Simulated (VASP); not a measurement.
# AlGa$_{3}$P$_{4}$ (ordered alloy cell): computed properties

Calculation: PBEsol GGA, VASP's PBE PAW potentials (set 64) (plane waves; VASP).

For AlGa$_{3}$P$_{4}$, the space group comes out as R3m (160). The cell comes out as a = b = 3.851 Å, c = 37.691 Å, α = β = 90.00°, γ = 120.00° and the volume per atom is 20.17 Å^3/atom. The band gap (over mesh and band path) is 1.44 eV and the smallest direct gap (over mesh and band path) is 1.70 eV. The band-edge character comes out as indirect, Γ to F and the density is 3.70 g/cm³.

AlGa$_{3}$P$_{4}$ is modelled in the trigonal space group R3m, hexagonal axes (No. 160), Pearson symbol hR8. Cell: a = 3.8513 Å, b = 3.8513 Å, c = 37.6914 Å, α = 90.00°, β = 90.00°, γ = 120.00°. Ga1 on 3a sees 4 P at 2.357 Å (tetrahedral). Ga2 on 3a has 4 P at 2.355 Å (tetrahedral). Ga3 on 3a has 4 P at 2.353–2.358 Å (tetrahedral). P1 on 3a is coordinated by 4 Ga at 2.355 Å (tetrahedral). P2 on 3a is coordinated by 4 Ga at 2.353–2.357 Å (tetrahedral). P3 on 3a is coordinated by 3 Ga at 2.358 Å and 1 Al at 2.363 Å (tetrahedral). P4 on 3a is coordinated by 3 Al at 2.358 Å and 1 Ga at 2.358 Å (tetrahedral). Al on 3a is coordinated by 4 P at 2.358–2.363 Å (tetrahedral). (Neighbours: up to the widest gap in distance over summed covalent radii, below 1.35, at either atom; cation-cation and far metal-metal contacts left out.)
(The calculation used a cell of 8 atoms; values per cell refer to that cell.)

The structure was generated: AlGa3P4 was put into an ordered model structure (R3m), which need not be its known phase. It was relaxed first. Symmetry was kept, so distortions that lower it aren't found.
